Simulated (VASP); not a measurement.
Set up this calculation in VASP 6.6.1, as the native input.

| Item | Value |
| --- | --- |
| Task | band structure |
| Functional | PBE |
| Potentials or basis | VASP PAW PBE potentials, release 64 (Ga_d, As) |
| Cutoff | 520 eV |
| k mesh | 12 × 12 × 12 |
| Occupations | gaussian, width 0.1 eV |
| Spin | no spin polarisation |
| Further INCAR settings | ALGO = Normal; EDIFF = 1e-07 |

The structure of GaAs lies in POSCAR:

```
GaAs
1.0
    0.0000000000      2.8726920000      2.8726920000
    2.8726920000      0.0000000000      2.8726920000
    2.8726920000      2.8726920000      0.0000000000
Ga As
1 1
Direct
    0.0000000000      0.0000000000      0.0000000000
    0.2500000000      0.2500000000      0.2500000000
```

One way to write it, as run:

INCAR

```
PREC = Accurate
ENCUT = 520
EDIFF = 1E-7
ISMEAR = 0
SIGMA = 0.1
LREAL = F
LASPH = T
NELM = 100
ALGO = Normal
ISIF = 2
LWAVE = F
LCHARG = F
GGA = PE
```

KPOINTS

```
regular mesh
0
Gamma
  12 12 12
```

KPOINTS_OPT

```
path GXWKGLUWLK,UX
15
line-mode
reciprocal
 0.0000000000  0.0000000000  0.0000000000  G
 0.5000000000  0.0000000000  0.5000000000  X

 0.5000000000  0.0000000000  0.5000000000  X
 0.5000000000  0.2500000000  0.7500000000  W

 0.5000000000  0.2500000000  0.7500000000  W
 0.3750000000  0.3750000000  0.7500000000  K

 0.3750000000  0.3750000000  0.7500000000  K
 0.0000000000  0.0000000000  0.0000000000  G

 0.0000000000  0.0000000000  0.0000000000  G
 0.5000000000  0.5000000000  0.5000000000  L

 0.5000000000  0.5000000000  0.5000000000  L
 0.6250000000  0.2500000000  0.6250000000  U

 0.6250000000  0.2500000000  0.6250000000  U
 0.5000000000  0.2500000000  0.7500000000  W

 0.5000000000  0.2500000000  0.7500000000  W
 0.5000000000  0.5000000000  0.5000000000  L

 0.5000000000  0.5000000000  0.5000000000  L
 0.3750000000  0.3750000000  0.7500000000  K

 0.6250000000  0.2500000000  0.6250000000  U
 0.5000000000  0.0000000000  0.5000000000  X
```

Potentials or basis: VASP PAW PBE potentials, release 64 (Ga_d, As).

Launch:

```console
$ cat potpaw_PBE.64/Ga_d/POTCAR potpaw_PBE.64/As/POTCAR > POTCAR
$ mpirun -np 1 vasp_std > vasp.out
```

Results of the run:

```
Pressure                : 0.2 GPa
Band gap on the k mesh  : 0.16 eV, direct
Band gap along the path : 0.16 eV, direct
```

It took 46 s on 1 thread of AMD EPYC 9R45 96-Core Processor (Zen 5), on a shared host, peak memory 0.2 GiB.
